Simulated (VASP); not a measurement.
Crystal: SiCl5.

```
CELL_PARAMETERS angstrom
-4.13999 4.13999 2.41182
4.13999 -4.13999 2.41182
4.13999 4.13999 -2.41182
ATOMIC_POSITIONS crystal
Si 0.00000 0.00000 0.00000
Cl 0.00000 0.72911 0.72911
Cl 0.00000 0.27089 0.27089
Cl 0.27089 0.00000 0.27089
Cl 0.72911 0.00000 0.72911
Cl 0.50000 0.50000 0.00000
```

The cell was built by a generator and needn't be a form met in nature.

```yaml
Program: VASP 6.6.1
Task: relaxation of cell and atoms
Functional: PBE
Potentials_or_basis: VASP PAW PBE potentials, release 64 (Si, Cl)
Cutoff: 520 eV
k_mesh: 4 × 4 × 4
Occupations: gaussian, width 0.15 eV
Spin: no spin polarisation
```

At the start: pressure -3.2 GPa; volume 27.56 Å³/atom.

**Question.** Where does the relaxation end?

**Answer.** Over 7 steps the energy falls by 42.8 meV/atom and the volume is 27.04 Å³/atom (-1.9 %); space group I4/mmm (No. 139, to 0.05 Å).

The path:
```csv
step,energy change (eV),largest force (eV/Å),pressure (GPa),volume (Å³)
1,0.0000,1.2061,-3.17,165.35
2,-0.1843,0.5167,2.69,152.59
3,-0.2371,0.1361,0.47,156.38
4,-0.2371,0.1140,0.56,156.20
5,-0.2467,0.1116,0.51,157.88
6,-0.2568,0.0319,0.13,162.97
7,-0.2570,0.0290,0.15,162.26
```

Final structure:
```yaml
crystal:
  lattice:
    - [-4.05488, 4.05488, 2.46723]
    - [4.05488, -4.05488, 2.46723]
    - [4.05488, 4.05488, -2.46723]
  atoms:
    - { symbol: Si, position: [0.00000, 0.00000, 0.00000] }
    - { symbol: Cl, position: [0.00000, 0.73690, 0.73690] }
    - { symbol: Cl, position: [0.00000, 0.26310, 0.26310] }
    - { symbol: Cl, position: [0.26310, 0.00000, 0.26310] }
    - { symbol: Cl, position: [0.73690, 0.00000, 0.73690] }
    - { symbol: Cl, position: [0.50000, 0.50000, 0.00000] }
```

Caveat: the k mesh is coarse (spacing up to 0.38 Å⁻¹), so the values aren't converged; an odd number of electrons without spin polarisation forces a metal; a magnetic or distorted state may lie lower.
